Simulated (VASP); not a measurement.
These are HSE06 screened hybrid, VASP's PBE PAW potentials (set 64) (plane waves; VASP 6.6.1) values and carry that method's errors.

VASP input:

**POSCAR**
```
C32NSi31
1
    8.7583314356     0.0000000000     0.0000000000
    0.0000000000     8.7583314356     0.0000000000
    0.0000000000     0.0000000000     8.7583314356
Si C N
31 32 1
Direct
  0.4997765489   0.9998463188   0.9998678807
  0.7496222711   0.2498662175   0.0005764559
  0.7495683125   0.0004875032   0.2499851126
  0.9997797319   0.9997124309   0.9997943555
  0.2498033869   0.2498194082   0.9990672336
  0.4997314481   0.4997222983   0.9997241023
  0.7496521403   0.7496310432   0.9991934468
  0.2498131348   0.9990156397   0.2498352561
  0.4958088411   0.2525492385   0.2525429596
  0.7467927788   0.5035017590   0.2526225638
  0.4997519321   0.9996202365   0.4997697477
  0.7468170968   0.2524931709   0.5036397510
  0.7497071476   0.9990980408   0.7497465100
  0.9997481828   0.4997321407   0.9998228866
  0.2499874436   0.7495265848   0.0003397814
  0.9989541824   0.2498160545   0.2499081395
  0.2524765500   0.4959057894   0.2524860225
  0.5035241625   0.7469487116   0.2525598334
  0.9997945672   0.9997288113   0.4997940570
  0.2525068926   0.2524114890   0.4959129604
  0.7471377053   0.7469789510   0.4960795116
  0.2499966533   0.0003154849   0.7496323073
  0.5035601262   0.2524380393   0.7470300271
  0.7470696192   0.4959506101   0.7470709470
  0.0003703336   0.7495665860   0.2498543144
  0.9997308956   0.4996185909   0.4997496553
  0.2524574559   0.7469138867   0.5034840983
  0.0003946808   0.2497974184   0.7496485414
  0.2525915160   0.5033951816   0.7468617158
  0.4960772673   0.7469769683   0.7470114630
  0.9991962355   0.7495380498   0.7497072131
  0.6244583233   0.1274078735   0.1274841043
  0.8720684018   0.3750088864   0.1274625821
  0.8720849435   0.1273285922   0.3751198769
  0.1247747973   0.1248205454   0.1249082553
  0.3744978321   0.3745573934   0.1241306817
  0.6248640330   0.6248769961   0.1242332538
  0.8745763525   0.8746497262   0.1249620691
  0.3745430967   0.1240337383   0.3745635067
  0.6105586700   0.3887963326   0.3888805036
  0.8752945613   0.6248225322   0.3745964153
  0.6249135273   0.1240342622   0.6249686380
  0.8752730131   0.3745056004   0.6249336160
  0.8746342614   0.1248512754   0.8747145432
  0.1273180379   0.6245081621   0.1273112717
  0.3749623942   0.8721321618   0.1273100292
  0.1241413532   0.3744865284   0.3745521532
  0.3886348128   0.6107763829   0.3886661368
  0.6249844666   0.8751973590   0.3746475687
  0.1273669437   0.1272421940   0.6245617926
  0.3887268078   0.3886006266   0.6107605953
  0.6109602681   0.6108713572   0.6109366224
  0.8723321284   0.8721847187   0.6246644538
  0.3749863149   0.1272612125   0.8721907574
  0.6249968742   0.3745095883   0.8753627926
  0.8722512326   0.6245395976   0.8722696684
  0.1272528157   0.8720978941   0.3749685173
  0.1242122169   0.6247983612   0.6248909863
  0.3746104177   0.8751153939   0.6248797755
  0.1272660343   0.3749341372   0.8721435031
  0.3746374454   0.6248170706   0.8751178518
  0.6246021468   0.8722603500   0.8723024748
  0.1249556964   0.8745563642   0.8746246029
  0.4996875382   0.4996511322   0.4997475495
```

**INCAR**
```
SYSTEM = C32NSi31
PREC = Normal
ENCUT = 400
EDIFF = 1E-5
NELM = 50
ALGO = Normal
LREAL = Auto
LASPH = .TRUE.
ISMEAR = 0
SIGMA = 0.05
GGA = PE
LWAVE = .FALSE.
LCHARG = .FALSE.
NELMIN = 4
ISYM = 0
NELECT = 256.0
HFSCREEN = 0.2
AEXX = 0.25
LHFCALC = .TRUE.
PRECFOCK = Fast
ISIF = 0
```

File KPOINTS:
```
Automatic mesh
0
Gamma
1 1 1
0 0 0
```

POTCAR, in this order: Si C N (PBE.64 set). Program: vasp_gam. Read from the step before: WAVECAR.

Output

File OUTCAR:
```
 ion  position               nearest neighbor table
   1  0.500  1.000  1.000-  32 1.92  54 1.92  46 1.92  62 1.92   2 3.10   3 3.10   8 3.10   5 3.10
                            22 3.10  13 3.10   7 3.10  15 3.10   9 3.13  23 3.13  18 3.13  30 3.13
   2  0.750  0.250  0.001-  55 1.89  33 1.89  32 1.89  44 1.90  16 3.09   3 3.09  24 3.09  23 3.09
                             6 3.09   1 3.10  14 3.10   4 3.10  13 3.11  28 3.11  10 3.13   9 3.13
   3  0.750  0.000  0.250-  34 1.89  49 1.89  32 1.89  38 1.90  16 3.09   2 3.09  11 3.09  18 3.09
                            21 3.09   1 3.10  19 3.10   4 3.10   7 3.11  25 3.11  12 3.13   9 3.13
   4  1.000  1.000  1.000-  35 1.90  44 1.90  38 1.90  63 1.90   8 3.10  13 3.10   5 3.10  25 3.10
                             7 3.10  16 3.10  28 3.10  31 3.10   2 3.10  22 3.10  15 3.10   3 3.10
   5  0.250  0.250  0.999-  36 1.89  60 1.89  54 1.89  35 1.90  28 3.09  22 3.09   9 3.09  17 3.09
                             6 3.10   1 3.10  14 3.10   4 3.10   8 3.11  16 3.11  29 3.13  23 3.13
   6  0.500  0.500  1.000-  61 1.90  37 1.90  36 1.90  55 1.90  15 3.09   2 3.09   7 3.10   5 3.10
                            10 3.10  30 3.10  23 3.10  24 3.10   9 3.10  29 3.10  17 3.10  18 3.10
   7  0.750  0.750  0.999-  37 1.89  62 1.89  56 1.89  38 1.90  13 3.09  31 3.09  18 3.09  10 3.09
                             6 3.10  14 3.10   1 3.10   4 3.10  25 3.11   3 3.11  30 3.13  24 3.13
   8  0.250  0.999  0.250-  39 1.89  46 1.89  57 1.89  35 1.90  25 3.09  15 3.09  20 3.09   9 3.09
                            11 3.10   1 3.10  19 3.10   4 3.10   5 3.11  16 3.11  27 3.13  18 3.13
   9  0.496  0.253  0.253-  36 1.88  39 1.88  32 1.92  40 1.96  20 3.01  17 3.01   5 3.09   8 3.09
                             6 3.10  11 3.10  10 3.11  12 3.11   1 3.13   2 3.13   3 3.13
  10  0.747  0.504  0.253-  37 1.88  41 1.88  33 1.92  40 1.96  18 3.01  21 3.02   7 3.09  25 3.09
                             6 3.10  26 3.10   9 3.11  12 3.11   2 3.13  14 3.13  16 3.13
  11  0.500  1.000  0.500-  59 1.90  42 1.90  49 1.90  39 1.90   3 3.09  22 3.09   8 3.10  13 3.10
                            18 3.10  30 3.10  12 3.10  27 3.10  21 3.10  20 3.10  23 3.10   9 3.10
  12  0.747  0.252  0.504-  42 1.88  43 1.88  34 1.92  40 1.96  23 3.01  24 3.02  13 3.09  28 3.09
                            11 3.10  26 3.10  10 3.11   9 3.11   3 3.13  19 3.13  16 3.13
...
```

**OSZICAR**
```
       N       E                     dE             d eps       ncg     rms          rms(c)
DAV:   1    -0.562273433498E+03   -0.56227E+03   -0.10103E+01   322   0.794E+00    0.146E+01
DAV:   2    -0.562341858766E+03   -0.68425E-01   -0.29575E-01   371   0.125E+00    0.105E+01
DAV:   3    -0.562324801973E+03    0.17057E-01   -0.16068E-02   380   0.319E-01    0.619E+00
DAV:   4    -0.562318786177E+03    0.60158E-02   -0.40999E-03   364   0.141E-01    0.358E+00
DAV:   5    -0.562316794929E+03    0.19912E-02   -0.91944E-04   364   0.694E-02    0.205E+00
DAV:   6    -0.562316149439E+03    0.64549E-03   -0.36330E-04   355   0.458E-02    0.116E+00
DAV:   7    -0.562315945146E+03    0.20429E-03   -0.11066E-04   356   0.255E-02    0.657E-01
DAV:   8    -0.562315879996E+03    0.65151E-04   -0.23767E-05   259   0.136E-02    0.378E-01
DAV:   9    -0.562315860862E+03    0.19134E-04   -0.11438E-05   228   0.992E-03    0.216E-01
DAV:  10    -0.562315856158E+03    0.47035E-05   -0.34994E-06   220   0.540E-03
   1 F= -.56231586E+03 E0= -.56231586E+03  d E =-.404078E-11
```

File OUTCAR:
```
------------------------ aborting loop because EDIFF is reached ----------------------------------------
  volume of cell :      671.84
      direct lattice vectors                 reciprocal lattice vectors
     8.758331436  0.000000000  0.000000000     0.114176999  0.000000000  0.000000000
     0.000000000  8.758331436  0.000000000     0.000000000  0.114176999  0.000000000
     0.000000000  0.000000000  8.758331436     0.000000000  0.000000000  0.114176999
  FREE ENERGIE OF THE ION-ELECTRON SYSTEM (eV)
  ---------------------------------------------------
  free  energy   TOTEN  =      -562.3158561584 eV

  energy  without entropy=     -562.3158561584  energy(sigma->0) =     -562.31585616

  exchange ACFDT corr.  =         0.00000000  see jH, gK, PRB 81, 115126
```
(Selected blocks of OUTCAR.)

The cell is charged, with a uniform compensating background. The supercell is sampled at Γ alone, which is coarse: total energies, pressure and levels can be off, energies of defects by several tenths of an eV.

The cell is a supercell with a defect, built from SiC (zinc blende): N_Si, charge +1. The cell's shape comes from a PBE relaxation. The run is not spin-polarised, so no state with unpaired spins was tried.
